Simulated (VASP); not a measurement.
```
WS2
1.0
    1.58423    -2.74397     0.00000
    1.58423     2.74397     0.00000
    0.00000     0.00000    12.87043
W S
2 4
Direct
  0.33333   0.66667   0.25000
  0.66667   0.33333   0.75000
  0.33333   0.66667   0.87096
  0.66667   0.33333   0.37096
  0.66667   0.33333   0.12904
  0.33333   0.66667   0.62904
```

These are SCAN meta-GGA, VASP's PBE PAW potentials (set 64) (plane waves; VASP) values and carry that method's errors. Numerical set-up: 520 eV cut-off, 9×9×2 Γ-centred mesh, tetrahedra with Blöchl corrections, potentials W_sv S.

Unless said otherwise, spin-orbit coupling is left out, though it shifts the bands of the heavy elements here.

Q: Predict the energy per atom (σ→0), band gap (over mesh and band path) with the smallest direct gap where there is one.

A: 
```
Property                                                Result
---------------------------------------------  ---------------
band gap (over mesh and band path)                     1.36 eV
smallest direct gap (over mesh and band path)          1.83 eV
energy per atom (σ→0)                          -30.482 eV/atom
```

Only differences to runs with the same potentials and settings are physical.

The compound is WS2 in the 2H layered structure. It was relaxed first, which changed the volume by +6 %.
